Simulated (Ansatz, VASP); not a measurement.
**NiGe in two plane-wave programs**

Aim: how closely do two programs agree when they are given the same cell, functional and k mesh? The structure shown is the end of the Ansatz relaxation below.

Program: Ansatz 0.2.0. Level of theory: plane waves, with VASP 6.6.1 beside it; single point at PBEsol. Results are calculated unless marked as measured.

## Step 1: The structure

Symmetry: Pnma, No. 62, orthorhombic system. Conventional cell: a = 5.462 Å, b = 3.552 Å, c = 5.526 Å, α = 90.00°, β = 90.00°, γ = 90.00°. Ge has 6 Ni at 2.34 to 2.48 Å nearest. Nearest to Ni lie 6 Ge at 2.34 to 2.48 Å. Farther neighbours are not listed.

## Step 2: Ansatz: relaxation, PBEsol

Ansatz runs on its PAW soft_1 files.

This run makes the geometry at which the two programs are then compared.

input.yaml reads:

```yaml
crystal:
  lattice:
    - [5.46174598, 0.0, 0.0]
    - [0.0, 3.55229387, 0.0]
    - [0.0, 0.0, 5.630403056]
  atoms:
    - { symbol: Ge, position: [0.3113836, 0.75, 0.088944] }
    - { symbol: Ge, position: [0.1886164, 0.25, 0.588944] }
    - { symbol: Ge, position: [0.8113836, 0.75, 0.411056] }
    - { symbol: Ge, position: [0.6886164, 0.25, 0.911056] }
    - { symbol: Ni, position: [0.0071332, 0.25, 0.18917] }
    - { symbol: Ni, position: [0.4928668, 0.75, 0.68917] }
    - { symbol: Ni, position: [0.5071332, 0.25, 0.31083] }
    - { symbol: Ni, position: [0.9928668, 0.75, 0.81083] }
kpoints:
  mp_grid: { grid: [8, 13, 8] }
scf:
  occupations: { method: fermi_dirac, width: 0.05 }
hamiltonian:
  xc: pbesol
  pseudopotentials: { kind: paw, azcp: { folder: soft_1 }, xc_functional: pbe }
basis:
  ecutwfc: 600
output:
  forces: true
  stress: true
  write_density: true
  write_potential: true
  elf: true
  volumetric_format: npy
relax:
  f_tol: 0.005
  max_steps: 70
  cell: { stress_tol: 0.02, p_target: 0, fix: [a, b, alpha, beta, gamma] }
```

Run with:

```sh
$ ansatz run input.yaml --threads 4 --pin off --max-ram 10240MiB --backend cpu --events-out ev --progress --plain --runs-dir out
```

Numbers of over 12 decimals in the logs are rounded to 6 here.

Output:

```text
Engine: ansatz 0.2.0, aarch64-unknown-linux-gnu
Pseudopotentials: kind: paw
Pseudopotential: Ge, paw, valence charge 14, recommended cutoff 420 eV (normal), soft_1/Ge.paw.azcp
Pseudopotential: Ni, paw, valence charge 18, recommended cutoff 420 eV (normal), soft_1/Ni.paw.azcp
Functional definition: PBEsol
  exchange = pbesol_x
  correlation = pbesol_c
Crystal: 8 atoms, lattice volume = 109.240 Å³
Basis set: ecut = 600 eV, 3625 PW (Γ), exchange–correlation on 90×60×90 points (8 copies of the dense FFT grid, shifted against one another)
Bands: 77, of which v1, the nominal top of the filled ones, is band 64 counted from 1 (63 counted from 0)
Symmetry: 8 space group operations
Space group: Pnma (ITA 62), of the structure as read, at distance tolerance 4.8e-5 Å
k-points: 175 of 832
Non-local potential: Ge, projectors of the file, l = 0: 2, l = 1: 2, l = 2: 3, l = 3: 1
Non-local potential: Ni, projectors of the file, l = 0: 3, l = 1: 2, l = 2: 3, l = 3: 1
PAW form: soft (Blöchl's): semilocal exchange-correlation on the pseudo side does not see the compensation charge
PAW frozen core: Ge, regenerated for the run's functional, and the local potential with it (the file was generated under x = pbe(κ = 0.804, μ = 0.219515), c = pbe(β = 0.066725))
PAW frozen core: Ni, regenerated for the run's functional, and the local potential with it (the file was generated under x = pbe(κ = 0.804, μ = 0.219515), c = pbe(β = 0.066725))
PAW one-centre angular grid: Ge, 590 points (default); XC on 64 Gauss nodes
PAW one-centre angular grid: Ni, 590 points (default); XC on 64 Gauss nodes
Initial density: superposition of atomic densities (chi_scale 0.1, normalization cell, long waves kept (reshape's long-wave potential 0.00 eV rms))
Initial wavefunctions: pseudopotential atomic-orbital guess
Functional: x = pbesol(κ = 0.804, μ = 0.123457), c = pbesol(β = 0.046)
SCF iter   1: F=—  HF=-40240.932908 eV  |F-HF|=—  |Δ(HF+E_count)|=         —  Δρ=1.60e-1  dr2=2.64e1  ethr=3.10e-3  ⟨swp⟩=4.3  Hψ=51150  notcnv=0  defer=224
preconditioner: auto → Kerker (q_TF=auto, 2.801 Å⁻¹)  [metal: Δε(μ)=0.019 eV  Ē_g=16.302 eV  σ=0.050 eV  W_gap=0.09  n_scr=38 (ndim 8)  ℏωp=34.8 eV  f_vac=0.000  D(μ)=2.16/eV (n_scr^D=10)]
SCF iter   2: F=—  HF=-40237.924882 eV  |F-HF|=—  |Δ(HF+E_count)|=    3.01e0  Δρ=4.65e-2  dr2=4.10e0  ethr=3.10e-3  ⟨swp⟩=3.0  Hψ=22285  notcnv=0  defer=824
SCF iter   3: F=—  HF=-40236.995345 eV  |F-HF|=—  |Δ(HF+E_count)|=   9.30e-1  Δρ=2.36e-2  dr2=1.14e0  ethr=3.10e-3  ⟨swp⟩=2.1  Hψ=17009  notcnv=0  defer=790
SCF iter   4: F=—  HF=-40236.790704 eV  |F-HF|=—  |Δ(HF+E_count)|=   2.05e-1  Δρ=1.12e-2  dr2=8.16e-2  ethr=8.93e-4  ⟨swp⟩=2.9  Hψ=19241  notcnv=0  defer=790
SCF iter   5: F=—  HF=-40236.782931 eV  |F-HF|=—  |Δ(HF+E_count)|=   7.77e-3  Δρ=5.88e-3  dr2=3.46e-2  ethr=6.37e-5  ⟨swp⟩=2.7  Hψ=26699  notcnv=0  defer=768
SCF iter   6: F=—  HF=-40236.779952 eV  |F-HF|=—  |Δ(HF+E_count)|=   2.98e-3  Δρ=1.20e-3  dr2=2.09e-3  ethr=2.70e-5  ⟨swp⟩=2.5  Hψ=18532  notcnv=0  defer=768
SCF iter   7: F=—  HF=-40236.779506 eV  |F-HF|=—  |Δ(HF+E_count)|=   4.46e-4  Δρ=4.35e-4  dr2=2.25e-4  ethr=1.63e-6  ⟨swp⟩=2.0  Hψ=21322  notcnv=0  defer=768
SCF iter   8: F=—  HF=-40236.779351 eV  |F-HF|=—  |Δ(HF+E_count)|=   1.55e-4  Δρ=1.74e-4  dr2=3.78e-5  ethr=1.76e-7  ⟨swp⟩=2.0  Hψ=17838  notcnv=0  defer=768
SCF iter   9: F=—  HF=-40236.779348 eV  |F-HF|=—  |Δ(HF+E_count)|=   2.28e-6  Δρ=2.75e-5  dr2=8.84e-7  ethr=2.95e-8  ⟨swp⟩=2.0  Hψ=21004  notcnv=0  defer=768
SCF iter  10: F=-40236.779348 eV  HF=-40236.779348 eV  |F-HF|=3.25e-8  |Δ(HF+E_count)|=   3.24e-7  Δρ=7.60e-6  dr2=5.59e-8  ethr=7.81e-11  ⟨swp⟩=7.0  Hψ=93500  notcnv=0
SCF 1 converged in 10 iterations: F = -40236.779348 eV  dr2 = 5.59e-8
  greatest PAW one-centre occupation: 1.001 electrons in one spin orbital (limit 2), on the Ni atom at site 6 (counted from 0), in its partial waves of l = 1
relax step   1: F+E_penalty+E_count = -40236.77934805 eV  Δ(F+E_penalty+E_count) = +0.000e0 eV  max|allowed force component| = 1.855e-1 eV/Å  Δτ_max = 0.0000 Å  P = -6.098 GPa  Ω = 109.240 Å³  fix = [a, b, alpha, beta, gamma]  reactions: a -7.862, b -8.168 GPa  (10 SCF iters, dr2 threshold 1.00e-7 eV, accepted)
[...]
relax step   4: F+E_penalty+E_count = -40236.81159833 eV  Δ(F+E_penalty+E_count) = -1.534e-4 eV  max|allowed force component| = 2.342e-3 eV/Å  Δτ_max = 0.0022 Å  P = -3.873 GPa  Ω = 107.207 Å³  energy of the carried Pulay correction = +2.531e-4 eV  fix = [a, b, alpha, beta, gamma]  reactions: a -6.246, b -5.379 GPa  (6 SCF iters, dr2 threshold 9.60e-8 eV, accepted)
[...]
relax step   5: F+E_penalty+E_count = -40236.81133974 eV  Δ(F+E_penalty+E_count) = +2.586e-4 eV  max|allowed force component| = 2.317e-3 eV/Å  Δτ_max = 0.0000 Å  P = -3.872 GPa  Ω = 107.207 Å³  fix = [a, b, alpha, beta, gamma]  reactions: a -6.244, b -5.379 GPa  stress off target by 6.19e-3 GPa on what of the cell is left free  SCF on the basis re-selected at this cell (its energy is not comparable with the rows above)  (7 SCF iters)
basis re-selected at this cell: Δ(F+E_penalty+E_count) = +2.586e-4 eV, ΔP = +0.001 GPa vs the last step (what re-selecting the basis moved, of the pressure what is left beyond the Pulay correction that the steps carried, after the strain that the cell walked since its last selection, with what the two solves' SCF thresholds leave and, on support functions, any second-order correction that the steps lacked; it is no m [...]
SCF converged after 7 iterations
Free energy (F): -40236.811340 eV
Harris-Foulkes:  -40236.811340 eV  (|F-HF|=2.18e-11)
Internal energy: -40236.792041 eV  (E = F + TS)
E sigma→0 (E₀):  -40236.801690 eV
Entropy (-TS):   -0.019299 eV (-2.412 meV/atom)
Fermi energy:    15.208589 eV
--- Per-component energies (eV) ---
  E_band       = -1595.795647
  E_kinetic    = 1743.687662
  E_local      = -19724.488810  (includes V_loc(G=0)·N_el)
  E_nonlocal   = 419.218807
  E_hartree    = 10191.543805
  E_xc         = -737.780112
  E_vxc        = -848.486826  (∫ρ·V_xc dr)
  E_paw        = -14385.676724  (= ΣΔE_a)
  E_vpaw       = -3568.815167  (= ΣTr[D̂ρ^β])
  E_aug_tail   = 0.001030  (compensation charges beyond the density's cutoff)
  E_ewald      = -17747.758606
  E_core_change = 4.460908  (= ΣΔE_core)
  E_smearing   = -0.019299  (= −TS)
  E_closure    = -0.000000  (closes the sum)
  Σ components = -40236.811340   (vs F -40236.811340, Δ=0.00e0)
--- Forces (eV/Å), atoms counted from 1 ---
  atom   1  Ge     0.00013935    -0.00000000     0.00138584
  atom   2  Ge    -0.00013935     0.00000000     0.00138584
  atom   3  Ge     0.00013935    -0.00000000    -0.00138584
  atom   4  Ge    -0.00013935    -0.00000000    -0.00138584
  atom   5  Ni    -0.00231739     0.00000000     0.00135907
  atom   6  Ni     0.00231739    -0.00000000     0.00135907
  atom   7  Ni    -0.00231739     0.00000000    -0.00135907
  atom   8  Ni     0.00231739    -0.00000000    -0.00135907
  max |Σ_I F_I| component: 1.21e-17 eV/Å
--- Stress (GPa, compression-positive) ---
       -6.243867       0.000000      -0.000000
        0.000000      -5.378971       0.000000
       -0.000000       0.000000       0.006194
  P = ⅓ Tr σ = -3.8722 GPa (-38.722 kbar)
--- Band table (eV; the first three rows and the last of 175) ---
  k-point 0: bands = [... 60 lower, 13.8521, 13.9681, 14.1746, 14.4408, 15.9372, 16.0656, 18.9234, 19.2055, ... 9 higher]
  k-point 1: bands = [... 60 lower, 14.0796, 14.1370, 14.2412, 14.4209, 16.0992, 16.3168, 18.3997, 19.2780, ... 9 higher]
  k-point 2: bands = [... 60 lower, 13.9983, 14.2010, 14.4763, 14.8008, 16.5230, 16.7493, 17.6582, 18.8814, ... 9 higher]
  k-point 174: bands = [... 60 lower, 13.7116, 13.7116, 13.7400, 13.7400, 17.7762, 17.7762, 18.0046, 18.0046, ... 9 higher]
--- Relaxed structure (4 steps of the walk, 4 accepted, 1 SCFs on fresh bases) ---
  F+E_penalty+E_count = -40236.81133974 eV   max|allowed force component| = 2.317e-3 eV/Å   (the final SCF, on the basis selected at the relaxed cell)
  cell:  # Å, volume = 107.2069 Å³
    - [5.46174598, 0, 0]
    - [0, 3.55229387, 0]
    - [0, 0, 5.525636]
  atoms:
    - { symbol: Ge, position: [0.311300, 0.75, 0.096593] }
    - { symbol: Ge, position: [0.188700, 0.25, 0.596593] }
    - { symbol: Ge, position: [0.811300, 0.75, 0.403407] }
    - { symbol: Ge, position: [0.688700, 0.25, 0.903407] }
    - { symbol: Ni, position: [0.00798269, 0.25, 0.186385] }
    - { symbol: Ni, position: [0.492017, 0.75, 0.686385] }
    - { symbol: Ni, position: [0.507983, 0.25, 0.313615] }
    - { symbol: Ni, position: [0.992017, 0.75, 0.813615] }
```

## Step 3: VASP: single point, PBEsol, pair 1

The same cell, functional, mesh and smearing now go to VASP, with its own data sets.

Lines of VASP's logs that name or quote its potential files are left out, and so is its time.

INCAR reads:

```
SYSTEM = NiGe
PREC = Accurate
ENCUT = 600
EDIFF = 1E-06
NELM = 120
ISMEAR = -1
SIGMA = 0.05
LREAL = .FALSE.
ALGO = Normal
GGA = PS
NBANDS = 59
LASPH = .TRUE.
LORBIT = 11
LWAVE = .FALSE.
LCHARG = .FALSE.
ISIF = 2
GGA_COMPAT = .FALSE.
KPAR = 2
```

POSCAR reads:

```
NiGe
1.0
    5.4617459800      0.0000000000      0.0000000000
    0.0000000000      3.5522938700      0.0000000000
    0.0000000000      0.0000000000      5.5256358097
Ge Ni
4 4
Direct
    0.3113001438      0.7500000000      0.0965926141
    0.1886998562      0.2500000000      0.5965926141
    0.8113001438      0.7500000000      0.4034073859
    0.6886998562      0.2500000000      0.9034073859
    0.0079826880      0.2500000000      0.1863846674
    0.4920173120      0.7500000000      0.6863846674
    0.5079826880      0.2500000000      0.3136153326
    0.9920173120      0.7500000000      0.8136153326
```

KPOINTS reads:

```
Automatic mesh
0
Gamma
8 13 8
0 0 0
```

PAW data sets: Ge_d and Ni (PBE family, release 64).

Run with:

```sh
$ mpirun -np 2 vasp_std
```

Output:

```text
[banner, memory and clock lines left out]
running    2 mpi-ranks, on    1 nodes
 distrk:  each k-point on    1 cores,    2 groups
 distr:  one band on    1 cores,    1 groups

 POSCAR found type information on POSCAR GeNi
 POSCAR found :  2 types and       8 ions
|                                                                             |
|               ----> ADVICE to this user running VASP <----                  |
|                                                                             |
|     You enforced a specific xc type in the INCAR file but a different       |
|     [... a line on the potential file left out ...]
|     I HOPE YOU KNOW WHAT YOU ARE DOING!                                     |
|                                                                             |

 LDA part: xc-table for (Slater+PW92), standard interpolation
 POSCAR, INCAR and KPOINTS ok, starting setup
 FFT: planning ... GRIDC
 FFT: planning ... GRID_SOFT
 FFT: planning ... GRID
 WAVECAR not read
 entering main loop
       N       E                     dE             d eps       ncg     rms          rms(c)
DAV:   1     0.107954604453E+04    0.10795E+04   -0.43843E+04 24401   0.469E+03
DAV:   2     0.183959897552E+03   -0.89559E+03   -0.85157E+03 20650   0.106E+03
DAV:   3    -0.339374702239E+02   -0.21790E+03   -0.20737E+03 20672   0.292E+02
DAV:   4    -0.524159492583E+02   -0.18478E+02   -0.18051E+02 22980   0.953E+01
DAV:   5    -0.529333000697E+02   -0.51735E+00   -0.51545E+00 22596   0.179E+01    0.243E+01
DAV:   6    -0.613650319275E+02   -0.84317E+01   -0.92777E+01 24004   0.101E+02    0.347E+01
DAV:   7    -0.472459043661E+02    0.14119E+02   -0.33255E+01 22351   0.678E+01    0.376E+00
DAV:   8    -0.472611588575E+02   -0.15254E-01   -0.41264E+00 25263   0.140E+01    0.328E+00
DAV:   9    -0.471790793925E+02    0.82079E-01   -0.68295E-01 24614   0.753E+00    0.675E-01
DAV:  10    -0.471765545860E+02    0.25248E-02   -0.55642E-02 22132   0.255E+00    0.329E-01
DAV:  11    -0.471762874300E+02    0.26716E-03   -0.54160E-03 28280   0.571E-01    0.138E-01
DAV:  12    -0.471763251160E+02   -0.37686E-04   -0.41378E-04 25878   0.160E-01    0.473E-02
DAV:  13    -0.471763049244E+02    0.20192E-04   -0.62754E-05 27412   0.866E-02    0.631E-03
DAV:  14    -0.471763051257E+02   -0.20127E-06   -0.13460E-05 19078   0.218E-02    0.420E-03
DAV:  15    -0.471763050871E+02    0.38608E-07   -0.37128E-07 11552   0.494E-03
   1 F= -.47176305E+02 E0= -.47166657E+02  d E =-.192963E-01
```

Parts of OUTCAR (step 3):

```text
ion  position               nearest neighbor table
   1  0.311  0.750  0.097-   8 2.34   7 2.40   7 2.40   6 2.47   5 2.48   5 2.48
   2  0.189  0.250  0.597-   7 2.34   8 2.40   8 2.40   5 2.47   6 2.48   6 2.48
   3  0.811  0.750  0.403-   6 2.34   5 2.40   5 2.40   8 2.47   7 2.48   7 2.48
   4  0.689  0.250  0.903-   5 2.34   6 2.40   6 2.40   7 2.47   8 2.48   8 2.48
   5  0.008  0.250  0.186-   4 2.34   3 2.40   3 2.40   2 2.47   1 2.48   1 2.48   8 2.72   8 2.72
                             7 2.82   7 2.82
   6  0.492  0.750  0.686-   3 2.34   4 2.40   4 2.40   1 2.47   2 2.48   2 2.48   7 2.72   7 2.72
                             8 2.82   8 2.82
   7  0.508  0.250  0.314-   2 2.34   1 2.40   1 2.40   4 2.47   3 2.48   3 2.48   6 2.72   6 2.72
                             5 2.82   5 2.82
   8  0.992  0.750  0.814-   1 2.34   2 2.40   2 2.40   3 2.47   4 2.48   4 2.48   5 2.72   5 2.72
                             6 2.82   6 2.82

  LATTYP: Found a simple orthorhombic cell.
 ALAT       =     3.5522938700
 B/A-ratio  =     1.5375265054
 C/A-ratio  =     1.5555120190

 Subroutine GETGRP returns: Found  8 space group operations
 (whereof  2 operations were pure point group operations)

The static configuration has the point symmetry S_2 .
 The point group associated with its full space group is D_2h.

 Found    175 irreducible k-points:

   k-points           NKPTS =    175   k-points in BZ     NKDIM =    175   number of bands    NBANDS=     59

   dimension x,y,z NGX =    48 NGY =   28 NGZ =   48
   dimension x,y,z NGXF=    96 NGYF=   56 NGZF=   96

   ENCUT  =  600.0 eV  44.10 Ry    6.64 a.u.  10.91  7.09 11.04*2*pi/ulx,y,z

   NELECT =      96.0000    total number of electrons

 k-points in reciprocal lattice and weights: Automatic mesh
   0.00000000  0.00000000  0.00000000       0.001
   0.12500000  0.00000000  0.00000000       0.002
   0.25000000  0.00000000  0.00000000       0.002
   0.37500000  0.00000000  0.00000000       0.002
   0.50000000  0.00000000  0.00000000       0.001
   0.00000000  0.07692308  0.00000000       0.002
   0.12500000  0.07692308  0.00000000       0.005
   0.25000000  0.07692308  0.00000000       0.005
   0.37500000  0.07692308  0.00000000       0.005
[...]
0.37500000  0.46153846  0.50000000       0.005
   0.50000000  0.46153846  0.50000000       0.002

 average (electrostatic) potential at core
       1 -70.1773       2 -70.1773       3 -70.1773       4 -70.1773       5 -82.6610
       6 -82.6610       7 -82.6610       8 -82.6610

 E-fermi :   8.7359

 k-point     1 :       0.0000    0.0000    0.0000
  band No.  band energies     occupation
    ...
     44       7.1285      2.00000
     45       7.4031      2.00000
     46       7.5071      2.00000
     47       7.6954      2.00000
     48       7.9644      2.00000
     49       9.4532      0.00000
     50       9.6001      0.00000
     51      12.4718      0.00000
     52      12.7386      0.00000
     53      12.7582      0.00000
    ...

 k-point     2 :       0.1250    0.0000    0.0000
  band No.  band energies     occupation
    ...
     44       7.1323      2.00000
     45       7.4375      2.00000
     46       7.6553      2.00000
     47       7.7035      2.00000
     48       7.9360      2.00000
     49       9.6844      0.00000
     50       9.9769      0.00000
     51      12.4318      0.00000
     52      12.5417      0.00000
     53      12.5574      0.00000
    ...

 k-point     3 :       0.2500    0.0000    0.0000
  band No.  band energies     occupation
    ...
     44       7.1507      2.00000
     45       7.3161      2.00000
     46       7.5022      2.00000
     47       8.0555      2.00000
     48       8.2912      1.99973
     49      10.2417      0.00000
     50      10.8985      0.00000
     51      11.6347      0.00000
     52      11.7295      0.00000
     53      12.6189      0.00000
    ...

  Total       -3.9972889     -3.4695887      0.0822060      0.0000000      0.0000000      0.0000000
  in kB      -59.7383853    -51.8520501      1.2285460      0.0000000      0.0000000      0.0000000
  external PRESSURE =     -36.7872965 kB  Pullay stress =       0.0000000 kB

  energy-cutoff  :      600.00
  volume of cell :      107.21
      direct lattice vectors                 reciprocal lattice vectors
     5.461745980  0.000000000  0.000000000     0.183091635  0.000000000  0.000000000
     0.000000000  3.552293870  0.000000000     0.000000000  0.281508241  0.000000000
     0.000000000  0.000000000  5.525635810     0.000000000  0.000000000  0.180974649

 POSITION                                       TOTAL-FORCE (eV/Angst)
 -----------------------------------------------------------------------------------
      1.70024      2.66422      0.53374        -0.000985      0.000000      0.006510
      1.03063      0.88807      3.29655         0.000985     -0.000000      0.006510
      4.43112      2.66422      2.22908        -0.000985      0.000000     -0.006510
      3.76150      0.88807      4.99190         0.000985     -0.000000     -0.006510
      0.04360      0.88807      1.02989         0.005353     -0.000000      0.002711
      2.68727      2.66422      3.79271        -0.005353     -0.000000      0.002711
      2.77447      0.88807      1.73292         0.005353     -0.000000     -0.002711
      5.41815      2.66422      4.49574        -0.005353     -0.000000     -0.002711
 -----------------------------------------------------------------------------------
    total drift:                                0.000000     -0.000000      0.000000

  FREE ENERGIE OF THE ION-ELECTRON SYSTEM (eV)
  ---------------------------------------------------
  free  energy   TOTEN  =       -47.1763050871 eV

  energy  without entropy=      -47.1570088281  energy(sigma->0) =      -47.16665696

 total charge
# of ion       s       p       d       tot
------------------------------------------
    1        1.138   1.174  10.083  12.395
    2        1.138   1.174  10.083  12.395
    3        1.138   1.174  10.083  12.395
    4        1.138   1.174  10.083  12.395
    5        0.461   0.531   8.450   9.441
    6        0.461   0.531   8.450   9.441
    7        0.461   0.531   8.450   9.441
    8        0.461   0.531   8.450   9.441
--------------------------------------------------
tot          6.395   6.820  74.133  87.348

[... 3 further parts left out ...]
```

This run has no spin polarisation, so a moment on Ni, if there is one, isn't seen.

## Step 4: Side by side

Known differences besides the potentials themselves: the data sets hold 128 valence electrons in Ansatz (on its PAW soft_1 files) and 96 in VASP; Ansatz makes its cores anew for this functional, VASP keeps those of its PBE data sets; Ansatz's pressure holds a Pulay correction, VASP's none. Total energies have different zeros and are not compared.

Compared:

| quantity | Ansatz | VASP | difference |
| --- | --- | --- | --- |
| pressure (GPa) | -3.87 | -3.68 | -0.19 |

At this near-relaxed geometry the largest component of a force difference is 8 meV/Å.

(Continued in part 2 of 2.)

[Lines on the potential files, build, host, timing and source positions are cut from VASP's logs without a mark.]

[Logs are printed without paths, hosts, clocks, repeated set-up lines and the standing remarks that a program may print on its own settings, such as how far it seeks lower states.]

[Hosts, paths, dates, database ids (printed as entryN), source tags and the programs' standing remarks are cut or masked in the printed files.]
